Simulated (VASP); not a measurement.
Elastic constants (GPa) of a crystal from LDA (Ceperley-Alder, Perdew-Zunger), VASP's LDA PAW potentials (set 64) (VASP):

```json
[
 {"": "xx", "xx": "676.1", "yy": "269.6", "zz": "269.6", "yz": "0.0", "xz": "0.0", "xy": "0.0"},
 {"": "yy", "xx": "269.6", "yy": "676.1", "zz": "269.6", "yz": "0.0", "xz": "0.0", "xy": "0.0"},
 {"": "zz", "xx": "269.6", "yy": "269.6", "zz": "676.1", "yz": "0.0", "xz": "0.0", "xy": "0.0"},
 {"": "yz", "xx": "0.0", "yy": "0.0", "zz": "0.0", "yz": "277.2", "xz": "0.0", "xy": "0.0"},
 {"": "xz", "xx": "0.0", "yy": "0.0", "zz": "0.0", "yz": "0.0", "xz": "277.2", "xy": "0.0"},
 {"": "xy", "xx": "0.0", "yy": "0.0", "zz": "0.0", "yz": "0.0", "xz": "0.0", "xy": "277.2"}
]
```

Finite-difference elastic constants of metals are sensitive to mesh and smearing; shear constants can be off by tens of GPa.

**Question.** Work out the Voigt, Reuss and Hill moduli, Young's modulus and Poisson's ratio.

**Answer.** All eigenvalues are positive (smallest 277.2 GPa), so the crystal is stable. K_V = (C11+C22+C33+2(C12+C13+C23))/9 = (2028.3 + 2×808.8)/9 = 405.1 GPa; G_V = (2028.3 − 808.8 + 3×831.6)/15 = 247.6 GPa. From the compliances, K_R = 405.1 GPa and G_R = 242.0 GPa. Hill: K = 405.1 GPa, G = 244.8 GPa, E = 9KG/(3K+G) = 611.3 GPa, ν = (3K−2G)/(2(3K+G)) = 0.249. K/G = 1.65, below Pugh's 1.75; universal anisotropy A^U = 0.12.

**Question.** With a density of 22.92 g/cm³, what are the mean sound speeds?

**Answer.** v_l = √((K+4G/3)/ρ) = 5.65 km/s and v_t = √(G/ρ) = 3.27 km/s. The crystal is Ir (space group Fm-3m), cubic.

The structure comes from a computed database's Ir entry (Fm-3m); how it stands against other phases isn't given here. It was relaxed first.
